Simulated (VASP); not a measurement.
Input:

```
P
1.0
    2.63988     0.00000     0.00000
   -1.31994     2.28620     0.00000
    0.00000     0.00000     4.64237
P
2
Direct
  0.33333   0.66667   0.25000
  0.66667   0.33333   0.75000
```

All values below come from PBEsol GGA, VASP's PBE PAW potentials (set 64) (plane waves; VASP). Run with 400 eV cut-off, Gaussian smearing of 0.050 eV, potentials P.

Task: Predict the band gap (along the path) with the smallest direct gap where there is one.

Result: 
```
Property                                                      Value
-------------------------  ----------------------------------------
band gap (along the path)  none (metal, semimetal or under 0.01 eV)
```

Total energies compare only between runs with the same potentials, cut-off and functional.

The structure was generated: P was put into the hcp type (P6_3/mmc), which need not be its known phase. It was relaxed first.
